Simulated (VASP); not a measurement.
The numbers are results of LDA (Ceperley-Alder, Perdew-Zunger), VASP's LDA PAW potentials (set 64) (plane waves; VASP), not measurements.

Input for VASP

INCAR:
```
SYSTEM = Au
PREC = Accurate
ENCUT = 500
EDIFF = 1E-6
NELM = 100
ALGO = Normal
LREAL = .FALSE.
LASPH = .TRUE.
ISMEAR = 1
SIGMA = 0.1
LMAXMIX = 6
LWAVE = .FALSE.
LCHARG = .FALSE.
IBRION = 2
ISIF = 3
NSW = 40
EDIFFG = -0.02
PSTRESS = 450
```

File KPOINTS:
```
Automatic mesh
0
Gamma
16 16 16
0 0 0
```

**POSCAR**
```
Au
1.0
  0.0000000000   1.9515516886   1.9515516886
  1.9515516886   0.0000000000   1.9515516886
  1.9515516886   1.9515516886   0.0000000000
Au
1
Cart
  0.0000000000   0.0000000000   0.0000000000
```

POTCAR, in this order: Au (LDA.64 set). Program: vasp_std.

Energy and stress use the plane-wave basis of the starting cell. Unless said otherwise, spin-orbit coupling is left out, though it shifts the bands of the heavy elements here.

What does the run give for the energy per atom (σ→0), volume per atom, band gap (on the k-mesh)?

```json
{
 "energy per atom (σ→0)": "-4.165 eV/atom",
 "band gap (on the k-mesh)": "none (metal, semimetal or under 0.01 eV)",
 "volume_per_atom": "14.29 Å³/atom"
}
```

File OSZICAR:
```
...
DAV:   4    -0.416833498759E+01    0.23823E-06   -0.48388E-06  2754   0.200E-02
   4 F= -.15052246E+00 E0= -.15048046E+00  d E =-.278224E-01
       N       E                     dE             d eps       ncg     rms          rms(c)
DAV:   1    -0.416524944329E+01    0.30858E-02   -0.14508E-03  2671   0.445E-01    0.562E-02
DAV:   2    -0.416518850759E+01    0.60936E-04   -0.17399E-04  2620   0.136E-01    0.284E-02
DAV:   3    -0.416518426678E+01    0.42408E-05   -0.19198E-05  2658   0.431E-02    0.161E-02
DAV:   4    -0.416518430795E+01   -0.41174E-07   -0.54673E-07  1473   0.683E-03
   5 F= -.15053100E+00 E0= -.15048933E+00  d E =-.278310E-01
```

The compound is Au in the fcc structure. This run relaxes it under an external pressure of 45 GPa. Symmetry was kept, so distortions that lower it aren't found.
